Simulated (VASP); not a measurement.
HfMg (space group R-3m): computed properties

The numbers are results of PBEsol GGA, VASP's PBE PAW potentials (set 64) (plane waves; VASP), not measurements.

```
Item                                                                                     Value
----------------------------------  ----------------------------------------------------------
space group                                                                         R-3m (166)
cell                                a = b = 3.020 Å, c = 16.134 Å, α = β = 90.00°, γ = 120.00°
volume per atom                                                                  21.24 Å³/atom
band gap (over mesh and band path)                    none (metal, semimetal or under 0.01 eV)
band gap with spin-orbit coupling                                              none (metallic)
density                                                                             7.93 g/cm³
```

```xyz
2
Lattice="1.5099 0.8718 5.3780 -1.5099 0.8718 5.3780 0.0000 -1.7435 5.3780" Properties=species:S:1:pos:R:3 pbc="T T T"
Mg     0.0000     0.0000     8.0671
Hf     0.0000     0.0000     0.0000
```

Unless said otherwise, spin-orbit coupling is left out, though it shifts the bands of the heavy elements here.

The structure comes from a computed database's HfMg entry (R-3m); how it stands against other phases isn't given here. It was relaxed first. Symmetry was kept, so distortions that lower it aren't found.
